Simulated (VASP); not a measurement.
Given:

```xyz
2
Lattice="0.0000 2.4058 2.4058 2.4058 0.0000 2.4058 2.4058 2.4058 0.0000" Properties=species:S:1:pos:R:3 pbc="T T T"
Y      0.0000     0.0000     0.0000
N      2.4058     2.4058     2.4058
```

Method: r2SCAN meta-GGA, VASP's PBE PAW potentials (set 64) (plane waves; VASP). Settings: 600 eV cut-off, 8×8×8 Γ-centred mesh, Gaussian smearing of 0.050 eV, potentials Y_sv N.

Q: What does the run give for the energy per atom (σ→0), pressure, band gap (on the k-mesh) with the smallest direct gap where there is one?

A: 
- band gap (on the k-mesh): 0.50 eV
- smallest direct gap (on the k-mesh): 0.86 eV
- energy per atom (σ→0): -16.698 eV/atom
- pressure: 99.9 kbar

The absolute energy has meaning only against runs of the same code, potentials and settings.

The compound is YN in the rock salt structure. It was relaxed first under an external pressure of 10 GPa.
